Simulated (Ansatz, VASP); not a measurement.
One calculation of Na3TeBr, two programs

```
Br Te Na
1.0
     5.82134    0.00000    0.00000
     0.00000    5.82134    0.00000
     0.00000    0.00000    5.82134
Br Te Na
1 1 3
Direct
  0.00000 0.00000 0.00000
  0.50000 0.50000 0.50000
  0.50000 0.50000 0.00000
  0.50000 0.00000 0.50000
  0.00000 0.50000 0.50000
```

The cell comes from a database or a generator and needn't be the stable form of this composition.

Alike in both runs: task single point; functional PBE; k mesh 4 × 4 × 4; occupations gaussian, width 0.05 eV; no spin polarisation.

|  | VASP | Ansatz |
| --- | --- | --- |
| version | VASP 6.6.1 | Ansatz 0.2.0 |
| potentials or method | VASP PAW PBE potentials, release 64 (Br, Te, Na_pv) | scalar-relativistic, plane waves, PAW |
| plane-wave cutoff (eV) | 520 | 420 |
| valence electrons in the cell | 34 | 50 |

|  | VASP | Ansatz | Ansatz less VASP |
| --- | --- | --- | --- |
| gap on the k mesh at the Fermi level (eV) | 2.41 | 2.42 | +0.005 |
| least direct gap on the mesh (eV) | 2.41 | 2.42 | +0.005 |
| pressure (GPa) | 0.1 | 0.0 | -0.03 |

The two sets of potentials don't hold the same shells in valence.

Caveats: spin-orbit coupling is left out, which moves the levels of the heavy elements.
